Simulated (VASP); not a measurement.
Here is the system:

```
CaSe
1.0
    0.00000     2.98223     2.98223
    2.98223     0.00000     2.98223
    2.98223     2.98223     0.00000
Ca Se
1 1
Direct
  0.00000   0.00000   0.00000
  0.50000   0.50000   0.50000
```

Method: PBE GGA, VASP's PBE PAW potentials (set 64) (plane waves; VASP 6.6.1). Settings: PREC = Normal, EDIFF = 1E-5, 400 eV cut-off, 9×9×9 Γ-centred mesh, Gaussian smearing of 0.050 eV, potentials Ca_sv Se.

Q: Predict the energy per atom (σ→0).

A: 
* **energy per atom (σ→0)**: -4.743 eV/atom

Only differences to runs with the same potentials and settings are physical.

The compound is CaSe in the rock salt structure. It was relaxed first.
